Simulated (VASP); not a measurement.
```yaml
crystal:
  lattice:
    - [1.80923, -3.13368, 0.00000]
    - [1.80923, 3.13368, 0.00000]
    - [0.00000, 0.00000, 5.56908]
  atoms:
    - { symbol: Y, position: [0.33333, 0.66667, 0.25000] }
    - { symbol: Y, position: [0.66667, 0.33333, 0.75000] }
```

Method: optB86b-vdW, VASP's PBE PAW potentials (set 64) (plane waves; VASP). Settings: 520 eV cut-off, Gaussian smearing of 0.050 eV, potentials Y_sv.

### Question
Estimate the band gap (along the path) with the smallest direct gap where there is one.

### Answer

```yaml
band gap (along the path): none (metal, semimetal or under 0.01 eV)
```

The absolute energy has meaning only against runs of the same code, potentials and settings.

The compound is Y in the hcp structure. It was relaxed first.
